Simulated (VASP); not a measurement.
The input files of a VASP run:

POSCAR:
```
PrBi
3.7702690
  0.0000000000   1.0000000000   1.0000000000
  1.0000000000   0.0000000000   1.0000000000
  1.0000000000   1.0000000000   0.0000000000
Bi Pr
1 1
Cartesian
  0.5000000000   0.5000000000   0.5000000000
  0.0000000000   0.0000000000   0.0000000000
```

### INCAR
```
ALGO=Normal
EDIFF=1E-6
ENCUT=300
GGA=PE
ISIF=2
ISMEAR=-1
ISPIN=2
LASPH=T
LCHARG=F
LMAXMIX=6
LORBIT=11
LREAL=F
LWAVE=F
MAGMOM=0.0 2.0
NELM=100
PREC=Accurate
SIGMA=0.1
SYSTEM=PrBi
```

**KPOINTS**
```
Automatic mesh
0
Gamma
5 5 5
0 0 0
```

POTCAR, in this order: Bi_d Pr (PBE.64 set). Program: vasp_std.

Task: Write an equivalent input for Ansatz.

Result: One equivalent input (not run):
Ansatz 0.2 input:
```yaml
crystal:
  lattice:
    - [0.0000000, 3.7702690, 3.7702690]
    - [3.7702690, 0.0000000, 3.7702690]
    - [3.7702690, 3.7702690, 0.0000000]
  atoms:
    - { symbol: Bi, position: [0.2500000, 0.2500000, 0.2500000] }
    - { symbol: Pr, position: [0.0000000, 0.0000000, 0.0000000], spin: 2 }
kpoints:
  mp_grid: { grid: [5, 5, 5] }
hamiltonian:
  xc: pbe
  pseudopotentials: { kind: paw }
magnetization: { spin_polarized: true }
scf:
  occupations: { method: fermi_dirac, width: 0.1 }
  max_iter: 100
output: { forces: true, stress: true, eigenvalues: true }
```
What does not carry over: each code has its own PAW files, so the cut-off isn't converted (ENCUT is set for VASP's; basis.ecutwfc is left out, and Ansatz then takes the one that its files recommend); Ansatz stops its SCF on the density residual and VASP on the energy change (EDIFF).

The structure was generated: PrBi was put into an ordered model structure, which need not be its known phase. The cell was not relaxed at this level.
